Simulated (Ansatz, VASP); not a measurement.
Two plane-wave programs on BiAu

INCAR

```
SYSTEM = BiAu
  PREC = Accurate
  ENCUT = 520
  EDIFF = 1E-6
  ISMEAR = 0
  SIGMA = 0.05
  LREAL = .FALSE.
  LASPH = .TRUE.
  NELM = 60
  ALGO = Normal
  ISIF = 2
  LWAVE = .FALSE.
  LCHARG = .FALSE.
  GGA = PE
  NBANDS = 20
```

File KPOINTS:

```
Automatic mesh
0
G
  10 10 10
  0 0 0
```

File POSCAR:

```
BiAu
1.0
    0.0000000000      3.0656069417      3.0656069417
    3.0656069417      0.0000000000      3.0656069417
    3.0656069417      3.0656069417      0.0000000000
Au Bi
1 1
Direct
    0.5000000000      0.5000000000      0.5000000000
    0.0000000000      0.0000000000      0.0000000000
```

Input for Ansatz:

```yaml
crystal:
  lattice:
    - [0.0, 3.0656069417, 3.0656069417]
    - [3.0656069417, 0.0, 3.0656069417]
    - [3.0656069417, 3.0656069417, 0.0]
  atoms:
    - { symbol: Au, position: [0.5, 0.5, 0.5] }
    - { symbol: Bi, position: [0.0, 0.0, 0.0] }
basis:
  ecutwfc: 420
  ecutrho_ratio: 4
kpoints:
  mp_grid: { grid: [10, 10, 10] }
hamiltonian:
  xc: pbe
scf:
  occupations: { method: gaussian, width: 0.05 }
output:
  forces: true
  stress: true
  eigenvalues: true
```

Alike in both runs: task single point; functional PBE; k mesh 10 × 10 × 10; occupations gaussian, width 0.05 eV; no spin polarisation.

|  | VASP | Ansatz |
| --- | --- | --- |
| version | VASP 6.6.1 | Ansatz 0.2.0 |
| potentials or method | VASP PAW PBE potentials, release 64 (Au, Bi_d) | scalar-relativistic, plane waves, PAW |
| plane-wave cutoff (eV) | 520 | 420 |
| valence electrons in the cell | 26 | 34 |

|  | VASP | Ansatz | Ansatz less VASP |
| --- | --- | --- | --- |
| gap on the k mesh at the Fermi level (eV) | none | none | - |
| pressure (GPa) | -5.4 | -5.3 | +0.09 |

A gap of «none» marks a metal or a gap that the smearing closes. The two sets of potentials don't hold the same shells in valence.

Caveats: spin-orbit coupling is left out, which moves the levels of the heavy elements.
